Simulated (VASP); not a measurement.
Output of a VASP run:

### OSZICAR
```
       N       E                     dE             d eps       ncg     rms          rms(c)
DAV:   1     0.360522085560E+02    0.36052E+02   -0.78060E+03  1464   0.101E+03
DAV:   2    -0.734057722131E+01   -0.43393E+02   -0.42466E+02  1596   0.224E+02
DAV:   3    -0.905891914003E+01   -0.17183E+01   -0.15671E+01  1967   0.277E+01
DAV:   4    -0.909551530017E+01   -0.36596E-01   -0.36453E-01  1642   0.423E+00
DAV:   5    -0.909653582560E+01   -0.10205E-02   -0.10203E-02  2079   0.566E-01    0.228E+01
DAV:   6    -0.909389936957E+01    0.26365E-02   -0.24688E-02  1746   0.130E+00    0.136E+01
DAV:   7    -0.910078423668E+01   -0.68849E-02   -0.45221E-02  1734   0.176E+00    0.215E-01
DAV:   8    -0.910042824674E+01    0.35599E-03   -0.24539E-03  1656   0.396E-01    0.581E-02
DAV:   9    -0.910044112270E+01   -0.12876E-04   -0.21751E-04  1841   0.116E-01    0.331E-02
DAV:  10    -0.910043477977E+01    0.63429E-05   -0.34139E-05  1706   0.425E-02    0.415E-02
DAV:  11    -0.910043622374E+01   -0.14440E-05   -0.49888E-06  1651   0.166E-02    0.115E-03
DAV:  12    -0.910043649250E+01   -0.26876E-06   -0.31478E-07   903   0.500E-03
   1 F= -.91004365E+01 E0= -.91009105E+01  d E =0.142199E-02
```

File OUTCAR:
```
------------------------ aborting loop because EDIFF is reached ----------------------------------------
  FORCE on cell =-STRESS in cart. coord.  units (eV):
  Direction    XX          YY          ZZ          XY          YZ          ZX
  --------------------------------------------------------------------------------------
  Total       -0.5286944     -0.5286943     -1.0064059      0.0000000      0.0000000      0.0000000
  in kB      -12.4987588    -12.4987565    -23.7922437      0.0000000      0.0000000      0.0000000
  external PRESSURE =     -16.2632530 kB  Pullay stress =       0.0000000 kB
  volume of cell :       67.77
      direct lattice vectors                 reciprocal lattice vectors
     1.836000000 -3.180045000  0.000000000     0.272331155 -0.157230479  0.000000000
     1.836000000  3.180045000  0.000000000     0.272331155  0.157230479  0.000000000
     0.000000000  0.000000000  5.803800000     0.000000000  0.000000000  0.172300906
 POSITION                                       TOTAL-FORCE (eV/Angst)
 -----------------------------------------------------------------------------------
      1.83600      1.06002      1.45095        -0.000000      0.000000      0.000000
      1.83600     -1.06002      4.35285         0.000000      0.000000      0.000000
 -----------------------------------------------------------------------------------
    total drift:                                0.000004      0.000114     -0.000011
  FREE ENERGIE OF THE ION-ELECTRON SYSTEM (eV)
  ---------------------------------------------------
  free  energy   TOTEN  =        -9.1004364925 eV

  energy  without entropy=       -9.1018584867  energy(sigma->0) =       -9.10091049
```
(Selected blocks of OUTCAR.)

POSCAR:
```
Tb
1
    1.8360000000    -3.1800450000     0.0000000000
    1.8360000000     3.1800450000     0.0000000000
    0.0000000000     0.0000000000     5.8038000000
Tb
2
Direct
  0.3333330000   0.6666670000   0.2500000000
  0.6666670000   0.3333330000   0.7500000000
```

### Question
Reconstruct the remaining input files.

### Answer
Several could match; the one computed here: the input of the run itself, PBE GGA, plane waves, VASP's PBE PAW potentials (set 64).

INCAR:
```
! general
SYSTEM  = Tb
PREC    = Low
ENCUT   = 400
LREAL   = F
LASPH   = T

! electronic loop
EDIFF   = 1E-6
NELM    = 100
ALGO    = Normal
LMAXMIX = 6

! smearing
ISMEAR  = 1
SIGMA   = 0.1

! functional
GGA     = PE

! ions
ISIF    = 2

! output
LWAVE   = F
LCHARG  = F
```

File KPOINTS:
```
Regular mesh
0
gamma
10 10 6
0 0 0
```

POTCAR, in this order: Tb_3 (PBE.64 set). Program: vasp_std.

The 4f electrons are frozen in the core of the lanthanide potential, so 4f levels, which can set the real gap, and their magnetism are missing.

The compound is Tb in the hcp structure. The cell was not relaxed at this level. The run is one of a series of settings (PREC = Low against the base run), some of them coarse on purpose.
